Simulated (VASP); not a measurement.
A run of VASP 6.6.1:

File INCAR:

```
SYSTEM = BeCd2S3
  PREC = Normal
  ENCUT = 520
  EDIFF = 1E-4
  ISMEAR = 0
  SIGMA = 0.15
  LREAL = .FALSE.
  LASPH = .TRUE.
  NELM = 60
  ALGO = Fast
  ISIF = 3
  LWAVE = .FALSE.
  LCHARG = .FALSE.
  GGA = PE
  IBRION = 2
  NSW = 24
  EDIFFG = -0.08
```

File KPOINTS:

```
regular mesh
0
G
  4 4 2
  0 0 0
```

POSCAR

```
BeCd2S3
1.0
    4.0649377300      0.0000000000      0.0000000000
   -2.0324688700      3.5203393400      0.0000000000
    0.0000000000      0.0000000000      9.6543713800
Be Cd S
1 2 3
Direct
    0.0000000000      0.0000000000      0.0000000000
    0.0000000000      0.0000000000      0.6538308300
    0.0000000000      0.0000000000      0.3461691700
    0.5000000000      0.0000000000      0.0000000000
    0.0000000000      0.5000000000      0.0000000000
    0.5000000000      0.5000000000      0.0000000000
```

Potentials or basis: VASP PAW PBE potentials, release 64 (Be, Cd, S).

Launch:

```bash
$ cat potpaw_PBE.64/Be/POTCAR potpaw_PBE.64/Cd/POTCAR potpaw_PBE.64/S/POTCAR > POTCAR
$ mpirun -np 1 vasp_std > vasp.out
```

Hardware: 1 thread of Intel(R) Xeon(R) Platinum 8488C (Sapphire Rapids), with other jobs on the host.

Question: Estimate the wall time of this run.

Answer: Run time: 110 s on 1 thread of Intel(R) Xeon(R) Platinum 8488C (Sapphire Rapids) (shared host), peak memory 0.19 GiB. Counts: scf iterations 121, k points 8, ion steps 18.
